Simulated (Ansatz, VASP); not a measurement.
# Cross-check of ZrOs between VASP and Ansatz

One calculation is typed for both programs; each brings its own data sets. How far apart do they land? Of the first pair: The two relaxations start from unlike cells of this crystal (the structure described is Ansatz's start), so only their ends are compared.

Main program and level: Ansatz 0.2.0; plane waves, with VASP 6.6.1 beside it; relaxation of cell and atoms at PBEsol and zone-centre phonons at PBEsol.

## 1. The structure

Symmetry: Pm-3m, No. 221, cubic system. Conventional cell: a = 3.263 Å, b = 3.263 Å, c = 3.263 Å, α = 90.00°, β = 90.00°, γ = 90.00°. Nearest to Zr lie 8 Os at 2.83 Å. Os has 8 Zr at 2.83 Å nearest. Farther neighbours are not listed.

## 2. VASP: relaxation of cell and atoms, PBEsol

The relaxed volume is the usual yardstick between codes: in a stiff, nearly cubic crystal its relative difference is about their pressure difference at one cell divided by the bulk modulus.

Lines of VASP's logs that name or quote its potential files are left out, and so is its time.

File INCAR:

```
SYSTEM = ZrOs
PREC = Accurate
ENCUT = 600
EDIFF = 1E-07
NELM = 120
ISMEAR = 0
SIGMA = 0.1
LREAL = .FALSE.
ALGO = Normal
GGA = PS
NBANDS = 16
LASPH = .TRUE.
LORBIT = 11
LWAVE = .FALSE.
LCHARG = .FALSE.
ISIF = 3
IBRION = 2
NSW = 80
EDIFFG = -0.005
GGA_COMPAT = .FALSE.
NELMIN = 4
KPAR = 2
```

File POSCAR:

```
ZrOs
1.0
    3.2471178205      0.0000000000      0.0000000000
    0.0000000000      3.2471178205      0.0000000000
    0.0000000000      0.0000000000      3.2471178205
Zr Os
1 1
Direct
    0.5000000000      0.5000000000      0.5000000000
    0.0000000000      0.0000000000      0.0000000000
```

File KPOINTS:

```
Automatic mesh
0
Gamma
10 10 10
0 0 0
```

The projector-augmented-wave data sets are Zr_sv and Os (PBE family, release 64).

Launch:

```
mpirun -np 2 vasp_std
```

Numbers of over 12 decimals in the logs are rounded to 6 here.

What it wrote:

```text
[banner, memory and clock lines left out]
running    2 mpi-ranks, on    1 nodes
 distrk:  each k-point on    1 cores,    2 groups
 distr:  one band on    1 cores,    1 groups

 POSCAR found type information on POSCAR ZrOs
 POSCAR found :  2 types and       2 ions
|                                                                             |
|               ----> ADVICE to this user running VASP <----                  |
|                                                                             |
|     You enforced a specific xc type in the INCAR file but a different       |
|     [... a line on the potential file left out ...]
|     I HOPE YOU KNOW WHAT YOU ARE DOING!                                     |
|                                                                             |

 LDA part: xc-table for (Slater+PW92), standard interpolation
 POSCAR, INCAR and KPOINTS ok, starting setup
 FFT: planning ... GRIDC
 FFT: planning ... GRID_SOFT
 FFT: planning ... GRID
 WAVECAR not read
 entering main loop
       N       E                     dE             d eps       ncg     rms          rms(c)
DAV:   1     0.170796920853E+03    0.17080E+03   -0.11456E+04  1840   0.137E+03
DAV:   2    -0.131195653898E+02   -0.18392E+03   -0.17554E+03  2088   0.391E+02
DAV:   3    -0.231137372000E+02   -0.99942E+01   -0.97306E+01  3040   0.771E+01
DAV:   4    -0.234419545753E+02   -0.32822E+00   -0.32801E+00  2112   0.902E+00
DAV:   5    -0.234470398931E+02   -0.50853E-02   -0.50849E-02  2656   0.121E+00    0.207E+01
DAV:   6    -0.226523463014E+02    0.79469E+00   -0.11702E+00  2016   0.847E+00    0.864E+00
DAV:   7    -0.224601595384E+02    0.19219E+00   -0.75315E-01  2256   0.631E+00    0.223E+00
DAV:   8    -0.224290370044E+02    0.31123E-01   -0.15249E-01  2392   0.299E+00    0.822E-01
DAV:   9    -0.224278894612E+02    0.11475E-02   -0.14192E-02  2024   0.117E+00    0.653E-02
DAV:  10    -0.224278640977E+02    0.25363E-04   -0.24008E-04  2368   0.145E-01    0.371E-02
DAV:  11    -0.224278754922E+02   -0.11394E-04   -0.26119E-05  2832   0.436E-02    0.795E-03
DAV:  12    -0.224278755335E+02   -0.41323E-07   -0.20471E-06  2320   0.123E-02    0.278E-03
DAV:  13    -0.224278753529E+02    0.18065E-06   -0.17933E-07  1768   0.346E-03    0.667E-04
DAV:  14    -0.224278753221E+02    0.30826E-07   -0.71295E-09  1072   0.744E-04
   1 F= -.22427875E+02 E0= -.22427426E+02  d E =-.224279E+02
 curvature:   0.00 expect dE= 0.000E+00 dE for cont linesearch  0.000E+00
 trial: gam= 0.00000 g(F)=  0.000E+00 g(S)=  0.835E-05 ort = 0.000E+00 (trialstep = 0.100E+01)
 search vector abs. value=  0.835E-05
 bond charge predicted
       N       E                     dE             d eps       ncg     rms          rms(c)
DAV:   1    -0.224279422375E+02   -0.66885E-04   -0.23859E-03  1832   0.453E-01    0.107E-01
DAV:   2    -0.224278813850E+02    0.60853E-04   -0.22358E-04  2000   0.144E-01    0.316E-02
DAV:   3    -0.224278681976E+02    0.13187E-04   -0.80337E-05  2608   0.652E-02    0.154E-02
DAV:   4    -0.224278663904E+02    0.18072E-05   -0.16438E-05  2664   0.289E-02    0.116E-02
DAV:   5    -0.224278680210E+02   -0.16306E-05   -0.86088E-07  2760   0.582E-03    0.602E-03
DAV:   6    -0.224278696557E+02   -0.16347E-05   -0.15501E-06  2792   0.634E-03    0.108E-03
DAV:   7    -0.224278696691E+02   -0.13441E-07   -0.28626E-08   944   0.145E-03
   2 F= -.22427870E+02 E0= -.22427419E+02  d E =0.565295E-05
 trial-energy change:    0.000006  1 .order    0.000006   -0.000008    0.000021
 step:   0.3150(harm=  0.2838)  dis= 0.00000  next Energy=   -22.427877 (dE=-0.134E-05)
 bond charge predicted
       N       E                     dE             d eps       ncg     rms          rms(c)
DAV:   1    -0.224279118090E+02   -0.42153E-04   -0.11202E-03  1832   0.310E-01    0.730E-02
DAV:   2    -0.224278840546E+02    0.27754E-04   -0.10516E-04  2000   0.989E-02    0.216E-02
DAV:   3    -0.224278781009E+02    0.59537E-05   -0.37838E-05  2608   0.447E-02    0.105E-02
DAV:   4    -0.224278768504E+02    0.12505E-05   -0.77367E-06  2672   0.198E-02    0.799E-03
DAV:   5    -0.224278770038E+02   -0.15346E-06   -0.39758E-07  2248   0.400E-03    0.412E-03
DAV:   6    -0.224278768114E+02    0.19244E-06   -0.78026E-07  2696   0.444E-03    0.794E-04
DAV:   7    -0.224278768082E+02    0.32073E-08   -0.12916E-08   920   0.977E-04
   3 F= -.22427877E+02 E0= -.22427427E+02  d E =-.148613E-05
 curvature:  -0.14 expect dE=-0.206E-07 dE for cont linesearch -0.206E-07
 trial: gam= 0.00000 g(F)=  0.990E-63 g(S)=  0.145E-06 ort =-0.110E-05 (trialstep = 0.863E+00)
 search vector abs. value=  0.145E-06
 reached required accuracy - stopping structural energy minimisation
```

From OUTCAR (step 2):

```text
ion  position               nearest neighbor table
   1  0.500  0.500  0.500-   2 2.81   2 2.81   2 2.81   2 2.81   2 2.81   2 2.81   2 2.81   2 2.81

  LATTYP: Found a simple cubic cell.
 ALAT       =     3.2471178205

 Subroutine GETGRP returns: Found 48 space group operations
 (whereof 48 operations were pure point group operations)

The static configuration has the point symmetry O_h .

 Found     56 irreducible k-points:

   k-points           NKPTS =     56   k-points in BZ     NKDIM =     56   number of bands    NBANDS=     16

   dimension x,y,z NGX =    28 NGY =   28 NGZ =   28
   dimension x,y,z NGXF=    56 NGYF=   56 NGZF=   56

   ENCUT  =  600.0 eV  44.10 Ry    6.64 a.u.   6.49  6.49  6.49*2*pi/ulx,y,z

   NELECT =      20.0000    total number of electrons

 k-points in reciprocal lattice and weights: Automatic mesh
   0.00000000  0.00000000  0.00000000       0.001
   0.10000000  0.00000000  0.00000000       0.006
   0.20000000  0.00000000  0.00000000       0.006
   0.30000000  0.00000000  0.00000000       0.006
   0.40000000  0.00000000  0.00000000       0.006
   0.50000000  0.00000000  0.00000000       0.003
   0.10000000  0.10000000  0.00000000       0.012
   0.20000000  0.10000000  0.00000000       0.024
   0.30000000  0.10000000  0.00000000       0.024
[...]
0.50000000  0.50000000  0.40000000       0.006
   0.50000000  0.50000000  0.50000000       0.001

 average (electrostatic) potential at core
       1 -73.2992       2 -41.9415

 E-fermi :   9.8568

 k-point     1 :       0.0000    0.0000    0.0000
  band No.  band energies     occupation
    ...
      6       4.5685      2.00000
      7       4.5685      2.00000
      8       8.2590      2.00000
      9       8.2590      2.00000
     10       8.2590      2.00000
     11      12.0454      0.00000
     12      12.0454      0.00000
     13      15.1955      0.00000
     14      15.1955      0.00000
     15      15.1956      0.00000
    ...

 k-point     2 :       0.1000    0.0000    0.0000
  band No.  band energies     occupation
    ...
      6       4.6720      2.00000
      7       4.7477      2.00000
      8       8.2332      2.00000
      9       8.2333      2.00000
     10       8.3281      2.00000
     11      11.7566      0.00000
     12      12.1434      0.00000
     13      14.3436      0.00000
     14      14.3436      0.00000
     15      15.0267      0.00000
    ...

 k-point     3 :       0.2000    0.0000    0.0000
  band No.  band energies     occupation
    ...
      6       4.9748      2.00000
      7       5.2266      2.00000
      8       8.1804      2.00000
      9       8.1804      2.00000
     10       8.5223      2.00000
     11      11.0067      0.00000
     12      12.3360      0.00000
     13      13.0256      0.00000
     14      13.0256      0.00000
     15      14.5816      0.00000
    ...

  Total        0.0014172      0.0014172      0.0014172     -0.0000000      0.0000000      0.0000000
  in kB        0.0663364      0.0663364      0.0663364     -0.0000000      0.0000000      0.0000000
  external PRESSURE =       0.0663364 kB  Pullay stress =       0.0000000 kB

  energy-cutoff  :      600.00
  volume of cell :       34.23
      direct lattice vectors                 reciprocal lattice vectors
     3.246852711  0.000000000  0.000000000     0.307990565 -0.000000000  0.000000000
     0.000000000  3.246852711  0.000000000    -0.000000000  0.307990565 -0.000000000
    -0.000000000  0.000000000  3.246852711    -0.000000000 -0.000000000  0.307990565

 POSITION                                       TOTAL-FORCE (eV/Angst)
 -----------------------------------------------------------------------------------
      1.62343      1.62343      1.62343         0.000000      0.000000     -0.000000
      0.00000      0.00000      0.00000        -0.000000      0.000000      0.000000
 -----------------------------------------------------------------------------------
    total drift:                                0.000000      0.000000      0.000000

  FREE ENERGIE OF THE ION-ELECTRON SYSTEM (eV)
  ---------------------------------------------------
  free  energy   TOTEN  =       -22.4278768082 eV

  energy  without entropy=      -22.4269777689  energy(sigma->0) =      -22.42742729

 reached required accuracy - stopping structural energy minimisation

 total charge
# of ion       s       p       d       tot
------------------------------------------
    1        2.233   6.031   1.652   9.916
    2        0.674   0.507   6.088   7.269
--------------------------------------------------
tot          2.907   6.537   7.740  17.185

[... 3 further parts left out ...]
```

## 3. Ansatz: relaxation of cell and atoms, PBEsol

Ansatz runs on its default PAW (the set named soft_2) files.

Its own start cell and the same functional, mesh and smearing now go to Ansatz, which takes its cutoff from its data sets.

File input.yaml:

```yaml
crystal:
  lattice:
    - [3.263, 0.0, 0.0]
    - [0.0, 3.263, 0.0]
    - [0.0, 0.0, 3.263]
  atoms:
    - { symbol: Zr, position: [0.5, 0.5, 0.5] }
    - { symbol: Os, position: [0.0, 0.0, 0.0] }
kpoints:
  mp_grid: { grid: [10, 10, 10] }
hamiltonian:
  xc: pbesol
scf:
  occupations: { method: gaussian, width: 0.1 }
output:
  forces: true
  stress: true
  eigenvalues: true
  write_density: true
  write_potential: true
  elf: true
  volumetric_format: npy
relax:
  adjacent_minimum: "off"
  f_tol: 0.005
  max_steps: 80
  cell: { stress_tol: 0.05 }
```

Launch:

```
ansatz run input.yaml --threads 4 --pin off --max-ram 8192MiB --backend cpu --events-out ev --progress --plain --runs-dir out
```

What it wrote:

```text
Engine: ansatz 0.2.0, aarch64-unknown-linux-gnu
Pseudopotentials: kind: paw
Pseudopotential: Zr, paw, valence charge 12, recommended cutoff 420 eV (normal), Zr.paw.azcp
Pseudopotential: Os, paw, valence charge 16, recommended cutoff 420 eV (normal), Os.paw.azcp
Functional definition: PBEsol
  exchange = pbesol_x
  correlation = pbesol_c
Crystal: 2 atoms, lattice volume = 34.742 Å³
Basis set: ecut = 420 eV, 691 PW (Γ), exchange–correlation on 48×48×48 points (8 copies of the dense FFT grid, shifted against one another)
Bands: 18, of which v1, the nominal top of the filled ones, is band 14 counted from 1 (13 counted from 0)
Symmetry: 48 space group operations
Space group: Pm-3m (ITA 221), of the structure as read, at distance tolerance 3.3e-5 Å
k-points: 56 of 1000
Non-local potential: Zr, projectors of the file, l = 0: 3, l = 1: 2, l = 2: 2, l = 3: 2
Non-local potential: Os, projectors of the file, l = 0: 3, l = 1: 2, l = 2: 2, l = 3: 1
PAW form: soft (Blöchl's): semilocal exchange-correlation on the pseudo side does not see the compensation charge
PAW frozen core: Zr, regenerated for the run's functional, and the local potential with it (the file was generated under x = pbe(κ = 0.804, μ = 0.219515), c = pbe(β = 0.066725))
PAW frozen core: Os, regenerated for the run's functional, and the local potential with it (the file was generated under x = pbe(κ = 0.804, μ = 0.219515), c = pbe(β = 0.066725))
PAW one-centre angular grid: Zr, 590 points (default); XC on 64 Gauss nodes
PAW one-centre angular grid: Os, 590 points (default); XC on 64 Gauss nodes
Initial density: superposition of atomic densities (neutral atoms: chi_scale 0, normalization atom), corrected by the library's trained network
Initial wavefunctions: pseudopotential atomic-orbital guess
Functional: x = pbesol(κ = 0.804, μ = 0.123457), c = pbesol(β = 0.046)
SCF iter   1: F=—  HF=-15380.748382 eV  |F-HF|=—  |Δ(HF+E_count)|=         —  Δρ=2.74e-3  dr2=6.69e-4  ethr=1.77e-3  ⟨swp⟩=4.0  Hψ=4043  notcnv=0
preconditioner: auto → none  [insulator: Δε(μ)=0.236 eV  Ē_g=5.229 eV  σ=0.100 eV  W_gap=0.84  n_scr=6 (ndim 8)  ℏωp=21.8 eV  f_vac=0.000  D(μ)=0.17/eV (n_scr^D=0)  ε∞_Penn≈18.4]
SCF iter   2: F=—  HF=-15380.749078 eV  |F-HF|=—  |Δ(HF+E_count)|=   6.96e-4  Δρ=1.34e-3  dr2=1.39e-4  ethr=2.39e-6  ⟨swp⟩=2.9  Hψ=2179  notcnv=0
SCF iter   3: F=—  HF=-15380.749127 eV  |F-HF|=—  |Δ(HF+E_count)|=   4.91e-5  Δρ=1.44e-4  dr2=3.04e-6  ethr=4.95e-7  ⟨swp⟩=1.0  Hψ=1005  notcnv=0
SCF iter   4: F=—  HF=-15380.749122 eV  |F-HF|=—  |Δ(HF+E_count)|=   5.24e-6  Δρ=1.29e-5  dr2=2.32e-8  ethr=1.08e-8  ⟨swp⟩=2.0  Hψ=1724  notcnv=0
iter 5 did not close the SCF: its close was put off for the readings that it lacked (scf_convergence_deferred on its scf_iter line)
SCF iter   5: F=-15380.749122 eV  HF=-15380.749122 eV  |F-HF|=1.47e-10  |Δ(HF+E_count)|=   2.75e-9  Δρ=2.89e-6  dr2=1.00e-9  ethr=8.28e-11  ⟨swp⟩=2.5  Hψ=1754  notcnv=0
SCF iter   6: F=-15380.749122 eV  HF=-15380.749122 eV  |F-HF|=0.00e0  |Δ(HF+E_count)|=  2.04e-10  Δρ=3.02e-7  dr2=8.20e-12  ethr=3.58e-12  ⟨swp⟩=4.0  Hψ=4722  notcnv=0
SCF 1 converged in 6 iterations: F = -15380.749122 eV  dr2 = 8.20e-12
  greatest PAW one-centre occupation: 1.000 electrons in one spin orbital (limit 2), on the Os atom at site 1 (counted from 0), in its partial waves of l = 0
relax step   1: F+E_penalty+E_count = -15380.74912157 eV  Δ(F+E_penalty+E_count) = +0.000e0 eV  max|allowed force component| = 1.236e-29 eV/Å  Δτ_max = 0.0000 Å  P = -3.429 GPa  Ω = 34.742 Å³  (6 SCF iters, accepted)
[...]
relax step   3: F+E_penalty+E_count = -15380.75507400 eV  Δ(F+E_penalty+E_count) = -5.952e-3 eV  max|allowed force component| = 2.169e-30 eV/Å  Δτ_max = 0.0000 Å  P = -0.259 GPa  Ω = 34.243 Å³  energy of the carried Pulay correction = +1.503e-4 eV  (7 SCF iters, accepted)
[...]
relax step   4: F+E_penalty+E_count = -15380.75511784 eV  Δ(F+E_penalty+E_count) = -4.384e-5 eV  max|allowed force component| = 5.916e-30 eV/Å  Δτ_max = 0.0000 Å  P = +0.007 GPa  Ω = 34.203 Å³  energy of the carried Pulay correction = +1.625e-4 eV  (6 SCF iters, dr2 threshold 1.68e-7 eV, accepted)
[...]
relax step   5: F+E_penalty+E_count = -15380.75495658 eV  Δ(F+E_penalty+E_count) = +1.613e-4 eV  max|allowed force component| = 2.630e-30 eV/Å  Δτ_max = 0.0000 Å  P = +0.009 GPa  Ω = 34.203 Å³  stress off target by 8.92e-3 GPa  SCF on the basis re-selected at this cell (its energy is not comparable with the rows above)  (8 SCF iters)
basis re-selected at this cell: Δ(F+E_penalty+E_count) = +1.613e-4 eV, ΔP = +0.002 GPa vs the last step (what re-selecting the basis moved, of the pressure what is left beyond the Pulay correction that the steps carried, after the strain that the cell walked since its last selection, with what the two solves' SCF thresholds leave and, on support functions, any second-order correction that the steps lacked; it is no m [...]
SCF converged after 8 iterations
Free energy (F): -15380.754957 eV
Harris-Foulkes:  -15380.754957 eV  (|F-HF|=1.82e-12)
Internal energy: -15380.754013 eV  (E = F + TS)
E sigma→0 (E₀):  -15380.754485 eV
Entropy (-TS):   -0.000943 eV (-0.472 meV/atom)
Fermi energy:    20.050485 eV
--- Per-component energies (eV) ---
  E_band       = -176.628217
  E_kinetic    = 899.570638
  E_local      = -1522.037664  (includes V_loc(G=0)·N_el)
  E_nonlocal   = 81.879571
  E_hartree    = 566.812453
  E_xc         = -427.173173
  E_vxc        = -476.027340  (∫ρ·V_xc dr)
  E_paw        = -11779.908934  (= ΣΔE_a)
  E_vpaw       = -293.638281  (= ΣTr[D̂ρ^β])
  E_aug_tail   = -0.000048  (compensation charges beyond the density's cutoff)
  E_ewald      = -3200.310511
  E_core_change = 0.413653  (= ΣΔE_core)
  E_smearing   = -0.000943  (= −TS)
  E_closure    = -0.000000  (closes the sum)
  Σ components = -15380.754957   (vs F -15380.754957, Δ=0.00e0)
--- Forces (eV/Å), atoms counted from 1 ---
  atom   1  Zr     0.00000000    -0.00000000    -0.00000000
  atom   2  Os     0.00000000    -0.00000000     0.00000000
  max |Σ_I F_I| component: 5.26e-30 eV/Å
--- Stress (GPa, compression-positive) ---
        0.008923      -0.000000       0.000000
       -0.000000       0.008923       0.000000
        0.000000       0.000000       0.008923
  P = ⅓ Tr σ = 0.0089 GPa (0.089 kbar)
--- Band table (eV; the first three rows and the last of 56) ---
  k-point 0: bands = [... 10 lower, 14.7589, 18.4604, 18.4604, 18.4604, 22.2500, 22.2500, 25.4000, 25.4000]
  k-point 1: bands = [... 10 lower, 14.9388, 18.4342, 18.4342, 18.5295, 21.9564, 22.3484, 24.5380, 24.5380]
  k-point 2: bands = [... 10 lower, 15.4197, 18.3808, 18.3808, 18.7242, 21.1968, 22.5426, 23.2133, 23.2133]
  k-point 55: bands = [... 10 lower, 17.1656, 17.8925, 17.8925, 17.8925, 20.6913, 20.6913, 24.0528, 25.4571]
--- Relaxed structure (4 steps of the walk, 3 accepted, 1 SCFs on fresh bases) ---
  F+E_penalty+E_count = -15380.75495658 eV   max|allowed force component| = 2.630e-30 eV/Å   (the final SCF, on the basis selected at the relaxed cell)
  cell:  # Å, volume = 34.2030 Å³
    - [3.246046, 0, 0]
    - [0, 3.246046, 0]
    - [0, 0, 3.246046]
  atoms:
    - { symbol: Zr, position: [0.5, 0.5, 0.5] }
    - { symbol: Os, position: [0, 0, 0] }
```

The column dr2 measures how far the density is from self-consistency, as an energy; F and HF (Harris–Foulkes) agree once it is small.

## 4. Side by side

Known differences besides the potentials themselves: the data sets hold 28 valence electrons in Ansatz (on its default PAW (the set named soft_2) files) and 20 in VASP; the cutoff is 420 eV in Ansatz and 600 eV in VASP; Ansatz makes its cores anew for this functional, VASP keeps those of its PBE data sets; Ansatz adds a Pulay correction to the stress that steers its cell, VASP none. Total energies have different zeros and are not compared.

Compared:

```
                                         quantity  Ansatz   VASP  difference
                                      volume (Å³)   34.20  34.23     -0.07 %
edge a after relaxation, in the typed setting (Å)   3.246  3.247     -0.03 %
```

(Part 1 of 2 ends here.)

[Lines on the potential files, build, host, timing and source positions are cut from VASP's logs without a mark.]

[Logs are printed without paths, hosts, clocks, repeated set-up lines and the standing remarks that a program may print on its own settings, such as how far it seeks lower states.]

[Hosts, paths, dates, database ids (printed as entryN), source tags and the programs' standing remarks are cut or masked in the printed files.]
